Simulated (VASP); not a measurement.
VASP ran on this input.

POSCAR:
```
SbMo
1.0
  5.6608710000   0.0000000000   0.0000000000
 -2.8304360000   4.9024580000   0.0000000000
  0.0000000000   0.0000000000   4.5678370000
Mo Sb
3 3
direct
  0.5000000000   0.0000000000   0.0000000000
  0.5000000000   0.5000000000   0.0000000000
  0.0000000000   0.5000000000   0.0000000000
  0.0000000000   0.0000000000   0.0000000000
  0.3333330000   0.6666670000   0.5000000000
  0.6666670000   0.3333330000   0.5000000000
```

**KPOINTS**
```
Automatic mesh
0
Gamma
3 3 3
0 0 0
```

### INCAR
```
! general
SYSTEM        = SbMo
PREC          = Accurate
ENCUT         = 300
LREAL         = .FALSE.
LASPH         = .TRUE.

! electronic loop
EDIFF         = 1E-6
NELM          = 100
ALGO          = Normal
LMAXMIX       = 4

! smearing
ISMEAR        = 0
SIGMA         = 0.2

! functional
GGA           = PE
GGA_COMPAT    = .FALSE.

! spin
MAGMOM        = 0.0 0.0 0.0 0.0 0.0 0.0 0.0 0.0 0.0 0.0 0.0 0.0 0.0 0.0 0.0 0.0 0.0 0.0
LSORBIT       = .TRUE.
LNONCOLLINEAR = .TRUE.

! ions
ISIF          = 2

! output
LWAVE         = .FALSE.
LCHARG        = .FALSE.
LORBIT        = 11
```

POTCAR, in this order: Mo_sv Sb (PBE.64 set). Program: vasp_ncl.

Q: Write an equivalent input for Ansatz.

A: One equivalent input (not run):
Ansatz 0.2 input:
```yaml
crystal:
  lattice:
    - [5.6608710, 0.0000000, 0.0000000]
    - [-2.8304360, 4.9024580, 0.0000000]
    - [0.0000000, 0.0000000, 4.5678370]
  atoms:
    - { symbol: Mo, position: [0.5000000, 0.0000000, 0.0000000] }
    - { symbol: Mo, position: [0.5000000, 0.5000000, 0.0000000] }
    - { symbol: Mo, position: [0.0000000, 0.5000000, 0.0000000] }
    - { symbol: Sb, position: [0.0000000, 0.0000000, 0.0000000] }
    - { symbol: Sb, position: [0.3333330, 0.6666670, 0.5000000] }
    - { symbol: Sb, position: [0.6666670, 0.3333330, 0.5000000] }
kpoints:
  mp_grid: { grid: [3, 3, 3] }
hamiltonian:
  xc: pbe
  pseudopotentials: { kind: paw }
magnetization: { noncollinear: true, spin_orbit: true }
scf:
  occupations: { method: gaussian, width: 0.2 }
  max_iter: 100
output: { forces: true, stress: true, eigenvalues: true }
```
What does not carry over: each code has its own PAW files, so the cut-off isn't converted (ENCUT is set for VASP's; basis.ecutwfc is left out, and Ansatz then takes the one that its files recommend); Ansatz stops its SCF on the density residual and VASP on the energy change (EDIFF).

The structure was generated: SbMo was put into an ordered model structure, which need not be its known phase. The cell was not relaxed at this level. The k-mesh is coarse (spacing up to 0.46 per Å, 2π included), so the numbers may not be converged in it. The run is one of a series of settings (GGA_COMPAT = .FALSE., LNONCOLLINEAR = .TRUE., LSORBIT = .TRUE., MAGMOM = 0.0 0.0 0.0 0.0 0.0 0.0 0.0 0.0 0.0 0.0 0.0 0.0 0.0 0.0 0.0 0.0 0.0 0.0, program vasp_ncl against the base run), some of them coarse on purpose.
